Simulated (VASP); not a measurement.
# KF (relaxed from the rock salt structure, space group Fm-3m): computed properties

Calculation: r2SCAN meta-GGA, VASP's PBE PAW potentials (set 64) (plane waves; VASP).

```yaml
space_group: Fm-3m (225)
cell: a = b = c = 5.3139 Å, α = β = γ = 90.00°
volume_per_atom: 18.76 Å³/atom
band gap (over mesh and band path): 6.92 eV
smallest direct gap (over mesh and band path): 6.92 eV
band_edge_character: direct, Γ to Γ
density: 2.57 g/cm³
```

```
CELL_PARAMETERS angstrom
      0.00000     2.65695     2.65695
      2.65695     0.00000     2.65695
      2.65695     2.65695     0.00000
ATOMIC_POSITIONS crystal
  K  0.00000 0.00000 0.00000
  F  0.50000 0.50000 0.50000
```

The structure was generated: KF was put into the rock salt type (Fm-3m), which need not be its known phase. It was relaxed first, which changed the volume by -15 %. Symmetry was kept, so distortions that lower it aren't found.
